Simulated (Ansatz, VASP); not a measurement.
# KMgBr3 (perovskite type (invented)): VASP beside Ansatz

Wanted: the spread between two codes on one cell, functional and k mesh. The cell is generated by rule, not measured, and may not be a known phase. The cell is taken from a series of runs on this material, whose earlier steps may have relaxed, scaled, displaced or heated it; both programs get it as it stands.

Method: plane waves, with VASP 6.6.1 beside it; relaxation of cell and atoms at PBE, in Ansatz 0.2.0.

## 1. The starting structure

Symmetry: Pm-3m, No. 221, cubic system. The conventional cell has a = 5.360 Å, b = 5.360 Å, c = 5.360 Å, α = 90.00°, β = 90.00°, γ = 90.00°. Nearest to K lie 12 Br at 3.79 Å. Nearest to Mg lie 6 Br at 2.68 Å. Nearest to Br lie 2 Mg at 2.68 Å and 4 K at 3.79 Å. Farther neighbours and most contacts between anions are not listed.

## 2. Ansatz: relaxation of cell and atoms, PBE

Ansatz runs on its default PAW (the set named soft_2) files.

The relaxed volume is the usual yardstick between codes: in a stiff, nearly cubic crystal its relative difference is about their pressure difference at one cell divided by the bulk modulus.

File input.yaml:

```yaml
crystal:
  lattice:
    - [5.36, 0.0, 0.0]
    - [0.0, 5.36, 0.0]
    - [0.0, 0.0, 5.36]
  atoms:
    - { symbol: K, position: [0.0, 0.0, 0.0] }
    - { symbol: Mg, position: [0.5, 0.5, 0.5] }
    - { symbol: Br, position: [0.5, 0.5, 0.0] }
    - { symbol: Br, position: [0.5, 0.0, 0.5] }
    - { symbol: Br, position: [0.0, 0.5, 0.5] }
kpoints:
  mp_grid: { grid: [4, 4, 4] }
hamiltonian:
  xc: pbe
scf:
  occupations: { method: gaussian, width: 0.02 }
output:
  forces: true
  stress: true
  eigenvalues: true
  write_density: true
  write_potential: true
  elf: true
  volumetric_format: npy
relax:
  adjacent_minimum: "off"
  f_tol: 0.005
  max_steps: 80
  cell: { stress_tol: 0.05 }
```

The run is started by

```console
$ ansatz run input.yaml --threads 4 --pin off --max-ram 9216MiB --backend cpu --events-out ev --progress --plain --runs-dir out
```

Numbers of over 12 decimals in the logs are rounded to 6 here.

The program printed:

```text
Engine: ansatz 0.2.0, x86_64-unknown-linux-gnu
Pseudopotentials: kind: paw
Pseudopotential: K, paw, valence charge 9, recommended cutoff 420 eV (normal), K.paw.azcp
Pseudopotential: Mg, paw, valence charge 10, recommended cutoff 420 eV (normal), Mg.paw.azcp
Pseudopotential: Br, paw, valence charge 7, recommended cutoff 420 eV (normal), Br.paw.azcp
Functional definition: PBE
  parameter kappa = 0.804
  parameter beta = 0.066725
  exchange = pbe_x(kappa = kappa, mu = beta*pi^2/3)
  correlation = pbe_c(beta = beta)
Crystal: 5 atoms, lattice volume = 153.991 Å³
Basis set: ecut = 420 eV, 2969 PW (Γ), exchange–correlation on 72×72×72 points (8 copies of the dense FFT grid, shifted against one another)
Bands: 25, of which v1, the nominal top of the filled ones, is band 20 counted from 1 (19 counted from 0)
Symmetry: 48 space group operations
Space group: Pm-3m (ITA 221), of the structure as read, at distance tolerance 5.4e-5 Å
k-points: 10 of 64
Non-local potential: K, projectors of the file, l = 0: 3, l = 1: 2, l = 2: 2
Non-local potential: Mg, projectors of the file, l = 0: 3, l = 1: 2, l = 2: 1
Non-local potential: Br, projectors of the file, l = 0: 2, l = 1: 2, l = 2: 2
PAW form: soft (Blöchl's): semilocal exchange-correlation on the pseudo side does not see the compensation charge
PAW one-centre angular grid: K, 110 points (default); XC on 64 Gauss nodes
PAW one-centre angular grid: Mg, 110 points (default); XC on 64 Gauss nodes
PAW one-centre angular grid: Br, 110 points (default); XC on 64 Gauss nodes
Initial density: superposition of atomic densities (neutral atoms: chi_scale 0, normalization atom), corrected by the library's trained network
Initial wavefunctions: pseudopotential atomic-orbital guess
Functional: x = pbe(κ = 0.804, μ = 0.219515), c = pbe(β = 0.066725)
SCF iter   1: F=—  HF=-11818.916351 eV  |F-HF|=—  |Δ(HF+E_count)|=         —  Δρ=5.18e-4  dr2=6.81e-4  ethr=1.77e-3  ⟨swp⟩=9.8  Hψ=1421  notcnv=0
preconditioner: auto → Resta (q_TF=auto, 2.179 Å⁻¹)  ε∞=2.7  [insulator: Δε(μ)=2.649 eV  Ē_g=12.448 eV  σ=0.020 eV  W_gap=1.00  n_scr=26 (ndim 8)  ℏωp=16.4 eV  f_vac=0.037  D(μ)=0.00/eV (n_scr^D=0)  ε∞_Penn≈2.7]
SCF iter   2: F=—  HF=-11818.916324 eV  |F-HF|=—  |Δ(HF+E_count)|=   2.73e-5  Δρ=2.35e-4  dr2=1.93e-4  ethr=1.70e-6  ⟨swp⟩=3.0  Hψ=661  notcnv=0  defer=7
SCF iter   3: F=—  HF=-11818.916344 eV  |F-HF|=—  |Δ(HF+E_count)|=   2.00e-5  Δρ=9.51e-5  dr2=1.27e-5  ethr=4.84e-7  ⟨swp⟩=2.0  Hψ=377  notcnv=0  defer=7
SCF iter   4: F=—  HF=-11818.916752 eV  |F-HF|=—  |Δ(HF+E_count)|=   4.08e-4  Δρ=3.51e-5  dr2=2.46e-6  ethr=3.18e-8  ⟨swp⟩=2.0  Hψ=428  notcnv=0  defer=7
iter 5 did not close the SCF: its close was put off for the readings that it lacked (scf_convergence_deferred on its scf_iter line)
SCF iter   5: F=-11818.916753 eV  HF=-11818.916753 eV  |F-HF|=2.14e-8  |Δ(HF+E_count)|=   1.22e-6  Δρ=7.04e-6  dr2=6.62e-8  ethr=6.14e-9  ⟨swp⟩=2.2  Hψ=384  notcnv=0  defer=7
SCF iter   6: F=-11818.916753 eV  HF=-11818.916753 eV  |F-HF|=9.28e-9  |Δ(HF+E_count)|=   5.44e-9  Δρ=1.79e-6  dr2=5.96e-9  ethr=1.66e-10  ⟨swp⟩=12.1  Hψ=1845  notcnv=0
SCF 1 converged in 6 iterations: F = -11818.916753 eV  dr2 = 5.96e-9
  greatest PAW one-centre occupation: 1.000 electrons in one spin orbital (limit 2), on the Mg atom at site 1 (counted from 0), in its partial waves of l = 0
relax step   1: F+E_penalty+E_count = -11818.91675310 eV  Δ(F+E_penalty+E_count) = +0.000e0 eV  max|allowed force component| = 1.197e-28 eV/Å  Δτ_max = 0.0000 Å  P = +0.013 GPa  Ω = 153.991 Å³  (6 SCF iters, dr2 threshold 1.00e-7 eV, accepted)
Initial density: handed on by an earlier stage of this run
Initial wavefunctions: pseudopotential atomic-orbital guess (no wavefunctions were taken with the density)
iter 1 solved again at ethr=4.90e-7 eV; its pass at ethr=3.10e-3 eV (dr2=1.96e-4 eV) is discarded
SCF iter   1: F=—  HF=-11818.916342 eV  |F-HF|=—  |Δ(HF+E_count)|=         —  Δρ=6.66e-6  dr2=6.32e-8  ethr=4.90e-7  ⟨swp⟩=3.4  Hψ=2110  notcnv=0
eigensolver tolerance schedule: the retry pair's looser diagonalisation over-reported the residual by 3099.62 of it (diagonalisation noise at 0.96 of the residual, at the tolerance the schedule requests for it); recorded, not acted on — ethr = c·dr2/N_el stays at c = 1.0e-1
preconditioner: auto → Resta (q_TF=auto, 2.179 Å⁻¹)  ε∞=2.7  [insulator: Δε(μ)=2.664 eV  Ē_g=12.453 eV  σ=0.020 eV  W_gap=1.00  n_scr=26 (ndim 8)  ℏωp=16.4 eV  f_vac=0.037  D(μ)=0.00/eV (n_scr^D=0)  ε∞_Penn≈2.7]
SCF iter   2: F=—  HF=-11818.916753 eV  |F-HF|=—  |Δ(HF+E_count)|=   4.11e-4  Δρ=3.61e-6  dr2=2.60e-8  ethr=1.58e-10  ⟨swp⟩=3.0  Hψ=624  notcnv=0
SCF iter   3: F=—  HF=-11818.916753 eV  |F-HF|=—  |Δ(HF+E_count)|=   2.40e-9  Δρ=2.35e-6  dr2=1.23e-8  ethr=6.50e-11  ⟨swp⟩=1.0  Hψ=250  notcnv=0
SCF iter   4: F=—  HF=-11818.916753 eV  |F-HF|=—  |Δ(HF+E_count)|=   1.23e-9  Δρ=4.64e-7  dr2=5.32e-10  ethr=3.07e-11  ⟨swp⟩=2.3  Hψ=429  notcnv=0
SCF iter   5: F=-11818.916753 eV  HF=-11818.916753 eV  |F-HF|=1.46e-11  |Δ(HF+E_count)|=  5.13e-10  Δρ=2.06e-7  dr2=4.69e-11  ethr=1.00e-12  ⟨swp⟩=6.1  Hψ=1508  notcnv=0
SCF 2 converged in 5 iterations: F = -11818.916753 eV  dr2 = 4.69e-11
relax step   2: F+E_penalty+E_count = -11818.91675311 eV  Δ(F+E_penalty+E_count) = -1.615e-9 eV  max|allowed force component| = 8.117e-29 eV/Å  Δτ_max = 0.0000 Å  P = +0.013 GPa  Ω = 153.991 Å³  stress off target by 1.32e-2 GPa  SCF on the basis re-selected at this cell (its energy is not comparable with the rows above)  (5 SCF iters)
basis re-selected at this cell: Δ(F+E_penalty+E_count) = -1.615e-9 eV, ΔP = -0.000 GPa vs the last step (what re-selecting the basis moved, of the pressure what is left beyond the Pulay correction that the steps carried, after the strain that the cell walked since its last selection, with what the two solves' SCF thresholds leave and, on support functions, any second-order correction that the steps lacked; it is no m [...]
SCF converged after 5 iterations
Free energy (F): -11818.916753 eV
Harris-Foulkes:  -11818.916753 eV  (|F-HF|=1.46e-11)
Internal energy: -11818.916753 eV  (E = F + TS)
E sigma→0 (E₀):  -11818.916753 eV
Fermi energy:    3.689307 eV
--- Per-component energies (eV) ---
  E_band       = -545.672802
  E_kinetic    = 731.478437
  E_local      = -3154.681843  (includes V_loc(G=0)·N_el)
  E_nonlocal   = 318.633215
  E_hartree    = 1083.214134
  E_xc         = -959.117551
  E_vxc        = -514.788649  (∫ρ·V_xc dr)
  E_paw        = -7814.529862  (= ΣΔE_a)
  E_vpaw       = -92.741969  (= ΣTr[D̂ρ^β])
  E_aug_tail   = -0.000014  (compensation charges beyond the density's cutoff)
  E_ewald      = -2023.913270
  E_smearing   = -0.000000  (= −TS)
  E_closure    = 0.000000  (closes the sum)
  Σ components = -11818.916753   (vs F -11818.916753, Δ=0.00e0)
--- Forces (eV/Å), atoms counted from 1 ---
  atom   1  K     -0.00000000     0.00000000     0.00000000
  atom   2  Mg     0.00000000    -0.00000000    -0.00000000
  atom   3  Br     0.00000000    -0.00000000    -0.00000000
  atom   4  Br     0.00000000    -0.00000000    -0.00000000
  atom   5  Br     0.00000000     0.00000000    -0.00000000
  max |Σ_I F_I| component: 1.20e-28 eV/Å
--- Stress (GPa, compression-positive) ---
        0.013225       0.000000       0.000000
       -0.000000       0.013225      -0.000000
        0.000000      -0.000000       0.013225
  P = ⅓ Tr σ = 0.0132 GPa (0.132 kbar)
--- Band table (eV; the first three rows and the last of 10) ---
  k-point 0: bands = [... 16 lower, 1.5938, 1.8879, 1.8879, 1.8879, 5.0218, 6.6636, 8.5400, 8.5400, ... 1 higher]
  k-point 1: bands = [... 16 lower, 1.4250, 1.4774, 1.7914, 1.7914, 5.9792, 7.3442, 8.8439, 9.1665, ... 1 higher]
  k-point 2: bands = [... 16 lower, 1.1892, 1.3687, 1.7473, 1.7473, 7.2179, 8.6343, 8.6714, 9.8911, ... 1 higher]
  k-point 9: bands = [... 16 lower, 1.2899, 2.3566, 2.3566, 2.3566, 7.6994, 8.0072, 8.0072, 8.0072, ... 1 higher]
--- Relaxed structure (1 steps of the walk, 1 accepted, 1 SCFs on fresh bases) ---
  F+E_penalty+E_count = -11818.91675311 eV   max|allowed force component| = 8.117e-29 eV/Å   (the final SCF, on the basis selected at the relaxed cell)
  cell:  # Å, volume = 153.9907 Å³
    - [5.36, 0.0, 0.0]
    - [0.0, 5.36, 0.0]
    - [0.0, 0.0, 5.36]
  atoms:
    - { symbol: K, position: [0.0, 0.0, 0.0] }
    - { symbol: Mg, position: [0.5, 0.5, 0.5] }
    - { symbol: Br, position: [0.5, 0.5, 0.0] }
    - { symbol: Br, position: [0.5, 0.0, 0.5] }
    - { symbol: Br, position: [0.0, 0.5, 0.5] }
```

Reading the cycles: dr2 is the Hartree energy of the density residual (eV), the measure of convergence; HF is the Harris–Foulkes estimate of the energy, which meets the free energy F at convergence.

## 3. VASP: relaxation of cell and atoms, PBE

The same cell, functional, mesh and smearing now go to VASP, with its own data sets.

Lines of VASP's logs that name or quote its potential files are left out, and so is its time.

File INCAR:

```
SYSTEM = KMgBr3
PREC = Accurate
ENCUT = 600
EDIFF = 1E-07
NELM = 120
ISMEAR = 0
SIGMA = 0.02
LREAL = .FALSE.
ALGO = Normal
GGA = PE
NBANDS = 22
LORBIT = 11
LWAVE = .FALSE.
LCHARG = .FALSE.
ISIF = 3
IBRION = 2
NSW = 80
EDIFFG = -0.005
LASPH = .TRUE.
GGA_COMPAT = .FALSE.
NELMIN = 4
EFERMI = MIDGAP
KPAR = 2
```

File POSCAR:

```
KMgBr3
1.0
    5.3600000000      0.0000000000      0.0000000000
    0.0000000000      5.3600000000      0.0000000000
    0.0000000000      0.0000000000      5.3600000000
K Mg Br
1 1 3
Direct
    0.0000000000      0.0000000000      0.0000000000
    0.5000000000      0.5000000000      0.5000000000
    0.5000000000      0.5000000000      0.0000000000
    0.5000000000      0.0000000000      0.5000000000
    0.0000000000      0.5000000000      0.5000000000
```

File KPOINTS:

```
Automatic mesh
0
Gamma
4 4 4
0 0 0
```

The projector-augmented-wave data sets are K_sv, Mg and Br (PBE family, release 64).

The run is started by

```console
$ mpirun -np 2 vasp_std
```

The program printed:

```text
[banner, memory and clock lines left out]
running    2 mpi-ranks, on    1 nodes
 distrk:  each k-point on    1 cores,    2 groups
 distr:  one band on    1 cores,    1 groups

 POSCAR found type information on POSCAR K MgBr
 POSCAR found :  3 types and       5 ions
 LDA part: xc-table for (Slater+PW92), standard interpolation
 POSCAR, INCAR and KPOINTS ok, starting setup
 FFT: planning ... GRIDC
 FFT: planning ... GRID_SOFT
 FFT: planning ... GRID
 WAVECAR not read
 entering main loop
       N       E                     dE             d eps       ncg     rms          rms(c)
DAV:   1     0.224780243930E+03    0.22478E+03   -0.14305E+04   440   0.139E+03
DAV:   2     0.246195523997E+01   -0.22232E+03   -0.21224E+03   632   0.255E+02
DAV:   3    -0.152384053588E+02   -0.17700E+02   -0.17631E+02   554   0.717E+01
DAV:   4    -0.157705761681E+02   -0.53217E+00   -0.53104E+00   712   0.117E+01
DAV:   5    -0.157792128451E+02   -0.86367E-02   -0.86355E-02   598   0.132E+00    0.377E+00
DAV:   6    -0.153473260653E+02    0.43189E+00   -0.65580E-01   530   0.315E+00    0.237E+00
DAV:   7    -0.152637172859E+02    0.83609E-01   -0.35026E-01   542   0.248E+00    0.107E+00
DAV:   8    -0.152649866814E+02   -0.12694E-02   -0.26771E-02   606   0.914E-01    0.144E-01
DAV:   9    -0.152650871589E+02   -0.10048E-03   -0.57763E-04   550   0.140E-01    0.763E-02
DAV:  10    -0.152652416421E+02   -0.15448E-03   -0.30051E-04   536   0.120E-01    0.109E-02
DAV:  11    -0.152652434116E+02   -0.17695E-05   -0.11274E-05   652   0.183E-02    0.428E-03
DAV:  12    -0.152652432618E+02    0.14979E-06   -0.11693E-06   548   0.727E-03    0.161E-03
DAV:  13    -0.152652431404E+02    0.12140E-06   -0.48539E-07   542   0.438E-03    0.594E-04
DAV:  14    -0.152652431964E+02   -0.56052E-07   -0.27370E-08   376   0.120E-03
   1 F= -.15265243E+02 E0= -.15265243E+02  d E =-.152652E+02
 curvature:   0.00 expect dE= 0.000E+00 dE for cont linesearch  0.000E+00
 trial: gam= 0.00000 g(F)=  0.000E+00 g(S)=  0.420E-04 ort = 0.000E+00 (trialstep = 0.100E+01)
 search vector abs. value=  0.420E-04
 bond charge predicted
       N       E                     dE             d eps       ncg     rms          rms(c)
DAV:   1    -0.152654878649E+02   -0.24472E-03   -0.46219E-03   524   0.425E-01    0.852E-02
DAV:   2    -0.152653053423E+02    0.18252E-03   -0.38611E-04   556   0.113E-01    0.321E-02
DAV:   3    -0.152652667064E+02    0.38636E-04   -0.13261E-04   708   0.598E-02    0.207E-02
DAV:   4    -0.152652689710E+02   -0.22646E-05   -0.20706E-06   710   0.734E-03    0.855E-03
DAV:   5    -0.152652706505E+02   -0.16795E-05   -0.27107E-06   770   0.728E-03    0.162E-03
DAV:   6    -0.152652706406E+02    0.98696E-08   -0.50019E-08   352   0.154E-03
   2 F= -.15265271E+02 E0= -.15265271E+02  d E =-.274442E-04
 trial-energy change:   -0.000027  1 .order   -0.000027   -0.000042   -0.000012
 step:   1.3396(harm=  1.3912)  dis= 0.00000  next Energy=   -15.265273 (dE=-0.295E-04)
 reached required accuracy - stopping structural energy minimisation
```

Parts of OUTCAR (step 3):

```text
ion  position               nearest neighbor table
   1  0.000  0.000  0.000-
   2  0.500  0.500  0.500-   3 2.68   4 2.68   5 2.68   3 2.68   4 2.68   5 2.68
   3  0.500  0.500  0.000-   2 2.68   2 2.68
   4  0.500  0.000  0.500-   2 2.68   2 2.68
   5  0.000  0.500  0.500-   2 2.68   2 2.68

  LATTYP: Found a simple cubic cell.
 ALAT       =     5.3600000000

 Subroutine GETGRP returns: Found 48 space group operations
 (whereof 48 operations were pure point group operations)

The static configuration has the point symmetry O_h .

 Found     10 irreducible k-points:

   k-points           NKPTS =     10   k-points in BZ     NKDIM =     10   number of bands    NBANDS=     22

   dimension x,y,z NGX =    48 NGY =   48 NGZ =   48
   dimension x,y,z NGXF=    96 NGYF=   96 NGZF=   96

   ENCUT  =  600.0 eV  44.10 Ry    6.64 a.u.  10.71 10.71 10.71*2*pi/ulx,y,z

   NELECT =      32.0000    total number of electrons

 k-points in reciprocal lattice and weights: Automatic mesh
   0.00000000  0.00000000  0.00000000       0.016
   0.25000000  0.00000000  0.00000000       0.094
   0.50000000  0.00000000  0.00000000       0.047
   0.25000000  0.25000000  0.00000000       0.188
   0.50000000  0.25000000  0.00000000       0.188
   0.50000000  0.50000000  0.00000000       0.047
   0.25000000  0.25000000  0.25000000       0.125
   0.50000000  0.25000000  0.25000000       0.188
   0.50000000  0.50000000  0.25000000       0.094
   0.50000000  0.50000000  0.50000000       0.016

 average (electrostatic) potential at core
       1 -36.3808       2 -41.2066       3 -64.1798       4 -64.1798       5 -64.1798

 E-fermi :   1.0935

 k-point     1 :       0.0000    0.0000    0.0000
  band No.  band energies     occupation
    ...
     12      -0.9938      2.00000
     13      -0.9938      2.00000
     14      -0.6991      2.00000
     15      -0.6991      2.00000
     16      -0.6991      2.00000
     17       2.4170      0.00000
     18       4.0789      0.00000
     19       5.9528      0.00000
     20       5.9528      0.00000
     21       6.3504      0.00000
    ...

 k-point     2 :       0.2500    0.0000    0.0000
  band No.  band energies     occupation
    ...
     12      -1.1630      2.00000
     13      -1.1630      2.00000
     14      -1.1104      2.00000
     15      -0.7958      2.00000
     16      -0.7958      2.00000
     17       3.3764      0.00000
     18       4.7608      0.00000
     19       6.2583      0.00000
     20       6.5815      0.00000
     21       6.6240      0.00000
    ...

 k-point     3 :       0.5000    0.0000    0.0000
  band No.  band energies     occupation
    ...
     12      -1.3993      2.00000
     13      -1.3993      2.00000
     14      -1.2192      2.00000
     15      -0.8400      2.00000
     16      -0.8400      2.00000
     17       4.6179      0.00000
     18       6.0502      0.00000
     19       6.0881      0.00000
     20       7.3022      0.00000
     21       7.4085      0.00000
    ...

  Total       -0.0107046     -0.0107046     -0.0107046     -0.0000000      0.0000000      0.0000000
  in kB       -0.1114973     -0.1114973     -0.1114973     -0.0000000      0.0000000      0.0000000
  external PRESSURE =      -0.1114973 kB  Pullay stress =       0.0000000 kB

  energy-cutoff  :      600.00
  volume of cell :      153.82
      direct lattice vectors                 reciprocal lattice vectors
     5.358031144 -0.000000000 -0.000000000     0.186635720 -0.000000000 -0.000000000
     0.000000000  5.358031144  0.000000000     0.000000000  0.186635720 -0.000000000
     0.000000000  0.000000000  5.358031144     0.000000000 -0.000000000  0.186635720

 POSITION                                       TOTAL-FORCE (eV/Angst)
 -----------------------------------------------------------------------------------
      0.00000      0.00000      0.00000        -0.000000     -0.000000      0.000000
      2.67902      2.67902      2.67902         0.000000     -0.000000      0.000000
      2.67902      2.67902     -0.00000        -0.000000     -0.000000      0.000000
      2.67902      0.00000      2.67902         0.000000      0.000000      0.000000
      0.00000      2.67902      2.67902        -0.000000     -0.000000      0.000000
 -----------------------------------------------------------------------------------
    total drift:                                0.000000      0.000000     -0.000000

  FREE ENERGIE OF THE ION-ELECTRON SYSTEM (eV)
  ---------------------------------------------------
  free  energy   TOTEN  =       -15.2652706406 eV

  energy  without entropy=      -15.2652706406  energy(sigma->0) =      -15.26527064

 reached required accuracy - stopping structural energy minimisation

 total charge
# of ion       s       p       d       tot
------------------------------------------
    1        1.949   5.573   0.011   7.533
    2        0.126   0.108   0.034   0.268
    3        1.603   3.304   0.005   4.912
    4        1.603   3.304   0.005   4.912
    5        1.603   3.304   0.005   4.912
--------------------------------------------------
tot          6.884  15.593   0.060  22.538

[... 3 further parts left out ...]
```

CONTCAR:

```
KMgBr3
   1.00000000000000
     5.3580311440650830   -0.0000000000000000   -0.0000000000000000
     0.0000000000000000    5.3580311440650830    0.0000000000000000
     0.0000000000000000    0.0000000000000000    5.3580311440650830
  K               Mg              Br
     1     1     3
Direct
     0.0000000000000000    0.0000000000000000    0.0000000000000000
     0.5000000000000000    0.5000000000000000    0.5000000000000000
     0.5000000000000000    0.5000000000000000    0.0000000000000000
     0.5000000000000000    0.0000000000000000    0.5000000000000000
     0.0000000000000000    0.5000000000000000    0.5000000000000000
```

## 4. Differences

Known differences besides the potentials themselves: the data sets hold 40 valence electrons in Ansatz (on its default PAW (the set named soft_2) files) and 32 in VASP; the cutoff is 420 eV in Ansatz and 600 eV in VASP; Ansatz adds a Pulay correction to the stress that steers its cell, VASP none. Total energies have different zeros and are not compared.

Compared:

```tsv
quantity	Ansatz	VASP	difference
volume (Å³)	153.99	153.82	+0.11 %
edge a after relaxation, in the typed setting (Å)	5.360	5.358	+0.04 %
```

## 5. Outcome

```json
{
  "difference in volume (relaxation of cell and atoms, PBE)": "0.11 %"
}
```

The difference in volume is 0.11 % (relaxation of cell and atoms, PBE), within the 1.2 % picked in this series as the mark of a large difference, as far as the stopping tolerances let one tell. The data sets hold unlike numbers of valence electrons (40 in Ansatz and 32 in VASP), so part of the differences comes from the potentials. Such differences can come from data sets, numerical settings and the points named under the comparisons, not from the functional's error against experiment.

[Lines on the potential files, build, host, timing and source positions are cut from VASP's logs without a mark.]

[Logs are printed without paths, hosts, clocks, repeated set-up lines and the standing remarks that a program may print on its own settings, such as how far it seeks lower states.]

[Hosts, paths, dates, database ids (printed as entryN), source tags and the programs' standing remarks are cut or masked in the printed files.]
